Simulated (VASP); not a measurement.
All values below come from PBE GGA, VASP's PBE PAW potentials (set 64) (plane waves; VASP).

VASP ran on this input.

### POSCAR
```
Tl
1
    1.7370930000    -3.0087330000     0.0000000000
    1.7370930000     3.0087330000     0.0000000000
    0.0000000000     0.0000000000     5.5426320000
Tl
2
Direct
  0.3333330000   0.6666670000   0.2500000000
  0.6666670000   0.3333330000   0.7500000000
```

**KPOINTS**
```
kpoints
0
G
  5 5 3
0 0 0
```

INCAR:
```
SYSTEM = Tl
PREC = Accurate
ENCUT = 300
EDIFF = 1E-6
NELM = 100
ALGO = Normal
LREAL = .FALSE.
LASPH = .TRUE.
ISMEAR = 0
SIGMA = 0.1
GGA = PE
LMAXMIX = 4
LWAVE = .FALSE.
LCHARG = .FALSE.
ISIF = 2
```

POTCAR, in this order: Tl_d (PBE.64 set). Program: vasp_std.

What VASP printed:

### OUTCAR
```
 ion  position               nearest neighbor table
   1  0.333  0.667  0.250-   2 3.42   2 3.42   2 3.42   2 3.42   2 3.42   2 3.42
   2  0.667  0.333  0.750-   1 3.42   1 3.42   1 3.42   1 3.42   1 3.42   1 3.42
  LATTYP: Found a hexagonal cell.
 ALAT       =     3.4741857112
 C/A-ratio  =     1.5953758552
 Subroutine PRICEL returns:
 Original cell was already a primitive cell.
 Subroutine GETGRP returns: Found 24 space group operations
The static configuration has the point symmetry D_3d.
 The point group associated with its full space group is D_6h.
The dynamic configuration has the point symmetry D_3d.
 Subroutine INISYM returns: Found 24 space group operations
 Subroutine IBZKPT returns following result:
 Found     10 irreducible k-points:

 Following reciprocal coordinates:
            Coordinates               Weight
  0.000000  0.000000  0.000000      1.000000
  0.200000  0.000000  0.000000      6.000000
  0.400000  0.000000  0.000000      6.000000
  0.200000  0.200000  0.000000      6.000000
  0.400000  0.200000  0.000000      6.000000
  0.000000  0.000000  0.333333      2.000000
  0.200000  0.000000  0.333333     12.000000
  0.400000  0.000000  0.333333     12.000000
  0.200000  0.200000  0.333333     12.000000
  0.400000  0.200000  0.333333     12.000000
   k-points           NKPTS =     10   k-points in BZ     NKDIM =     10   number of bands    NBANDS=     17
   number of dos      NEDOS =    301   number of ions     NIONS =      2
   total plane-waves  NPLWV =  12800
   dimension x,y,z NGX =    20 NGY =   20 NGZ =   32
   dimension x,y,z NGXF=    40 NGYF=   40 NGZF=   64
   ions per type =               2
   PREC   = accura    normal or accurate (medium, high low for compatibility)
   ISTART =      0    job   : 0-new  1-cont  2-samecut
   ICHARG =      2    charge: 1-file 2-atom 10-const
   ISPIN  =      1    spin polarized calculation?
   LNONCOLLINEAR =      F non collinear calculations
   LSORBIT =      F    spin-orbit coupling
...
```

### OSZICAR
```
       N       E                     dE             d eps       ncg     rms          rms(c)
DAV:   1     0.799841527603E+02    0.79984E+02   -0.10962E+04   372   0.939E+02
DAV:   2    -0.327786170940E+01   -0.83262E+02   -0.82323E+02   360   0.213E+02
DAV:   3    -0.444709473866E+01   -0.11692E+01   -0.11564E+01   420   0.234E+01
DAV:   4    -0.445344964734E+01   -0.63549E-02   -0.63541E-02   362   0.174E+00
DAV:   5    -0.445352421407E+01   -0.74567E-04   -0.74566E-04   414   0.189E-01    0.314E+00
DAV:   6    -0.441336948692E+01    0.40155E-01   -0.76673E-02   358   0.232E+00    0.218E+00
DAV:   7    -0.440567660038E+01    0.76929E-02   -0.39744E-02   349   0.166E+00    0.625E-01
DAV:   8    -0.440492305555E+01    0.75354E-03   -0.36953E-03   364   0.493E-01    0.337E-02
DAV:   9    -0.440493016110E+01   -0.71056E-05   -0.20520E-05   389   0.396E-02    0.103E-02
DAV:  10    -0.440493571264E+01   -0.55515E-05   -0.58251E-06   364   0.214E-02    0.274E-03
DAV:  11    -0.440493598734E+01   -0.27469E-06   -0.46089E-07   206   0.567E-03
   1 F= -.44049360E+01 E0= -.44019942E+01  d E =-.588348E-02
```

OUTCAR:
```
------------------------ aborting loop because EDIFF is reached ----------------------------------------
  FORCE on cell =-STRESS in cart. coord.  units (eV):
  Direction    XX          YY          ZZ          XY          YZ          ZX
  --------------------------------------------------------------------------------------
  Total        0.5612232      0.5612231      1.1927336      0.0000000      0.0000000     -0.0000000
  in kB       15.5200622     15.5200588     32.9838443      0.0000000      0.0000000     -0.0000000
  external PRESSURE =      21.3413218 kB  Pullay stress =       0.0000000 kB
  volume of cell :       57.94
      direct lattice vectors                 reciprocal lattice vectors
     1.737093000 -3.008733000  0.000000000     0.287837208 -0.166182908  0.000000000
     1.737093000  3.008733000  0.000000000     0.287837208  0.166182908  0.000000000
     0.000000000  0.000000000  5.542632000     0.000000000  0.000000000  0.180419700
 POSITION                                       TOTAL-FORCE (eV/Angst)
 -----------------------------------------------------------------------------------
      1.73709      1.00291      1.38566         0.000000     -0.000000      0.000000
      1.73709     -1.00291      4.15697        -0.000000      0.000000      0.000000
 -----------------------------------------------------------------------------------
    total drift:                                0.000013      0.000457      0.000007
  FREE ENERGIE OF THE ION-ELECTRON SYSTEM (eV)
  ---------------------------------------------------
  free  energy   TOTEN  =        -4.4049359873 eV

  energy  without entropy=       -4.3990525102  energy(sigma->0) =       -4.40199425
```
(Selected blocks of OUTCAR.)

At this cut-off the stress carries a Pulay error, which pulls relaxed volumes low.

The structure is a typed Tl crystal (P6_3/mmc). The cell was not relaxed at this level. The k-mesh is coarse (spacing up to 0.42 per Å, 2π included), so the numbers may not be converged in it. The run is one of a series of settings (KPOINTS 5×5×3 Γ-centred mesh against the base run), some of them coarse on purpose.
